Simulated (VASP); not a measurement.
An input for Ansatz (written as the equivalent of a VASP run, and not itself run):

Ansatz 0.2 input:
```yaml
crystal:
  lattice:
    - [-3.0886460, 3.0886460, 2.7601010]
    - [3.0886460, -3.0886460, 2.7601010]
    - [3.0886460, 3.0886460, -2.7601010]
  atoms:
    - { symbol: Mg, position: [0.6810700, 0.8189300, 0.5000000] }
    - { symbol: Mg, position: [0.3189300, 0.1810700, 0.5000000] }
    - { symbol: Mg, position: [0.8189300, 0.3189300, 0.1378600] }
    - { symbol: Mg, position: [0.1810700, 0.6810700, 0.8621400] }
    - { symbol: Pt, position: [0.2500000, 0.2500000, 0.0000000] }
    - { symbol: Pt, position: [0.7500000, 0.7500000, 0.0000000] }
kpoints:
  mp_grid: { grid: [5, 5, 5] }
hamiltonian:
  xc: lda
  pseudopotentials: { kind: paw }
scf:
  occupations: { method: fermi_dirac, width: 0.1 }
  max_iter: 100
output: { forces: true, stress: true, eigenvalues: true }
```

Q: Write the VASP files for the same calculation (LDA).

A: Several could match; the one computed here: 
### POSCAR
```
Mg2Pt
1.0
 -3.0886460000   3.0886460000   2.7601010000
  3.0886460000  -3.0886460000   2.7601010000
  3.0886460000   3.0886460000  -2.7601010000
Mg Pt
4 2
Direct
  0.6810700000   0.8189300000   0.5000000000
  0.3189300000   0.1810700000   0.5000000000
  0.8189300000   0.3189300000   0.1378600000
  0.1810700000   0.6810700000   0.8621400000
  0.2500000000   0.2500000000   0.0000000000
  0.7500000000   0.7500000000   0.0000000000
```

### INCAR
```
EDIFF = 1E-6   ! SCF stop (eV)
LCHARG = .FALSE.
ISIF = 2
SIGMA = 0.1   ! width (eV)
LMAXMIX = 6   ! l cut-off of mixed one-centre charges
ALGO = Normal   ! blocked Davidson
LREAL = .FALSE.
NELM = 100   ! most electronic steps
ENCUT = 300   ! plane-wave cut-off (eV)
PREC = Accurate
LASPH = .TRUE.   ! aspherical one-centre terms
SYSTEM = Mg2Pt
LWAVE = .FALSE.
ISMEAR = -1
```

KPOINTS:
```
kpoints
0
gamma
  5 5 5
0 0 0
```

POTCAR, in this order: Mg Pt (LDA.64 set). Program: vasp_std.

Limits of the translation: each code has its own PAW files, so the cut-off isn't converted (ENCUT is set for VASP's; basis.ecutwfc is left out, and Ansatz then takes the one that its files recommend); Ansatz stops its SCF on the density residual and VASP on the energy change (EDIFF); Ansatz's lda is the Perdew-Wang form, while the LDA potentials of VASP carry Perdew-Zunger's.

The structure comes from a computed database's Mg2Pt entry (I4/mcm); how it stands against other phases isn't given here. The cell was not relaxed at this level, and its volume differs by -5.9 % from the start's. The k-mesh is coarse (spacing up to 0.31 per Å, 2π included), so the numbers may not be converged in it.
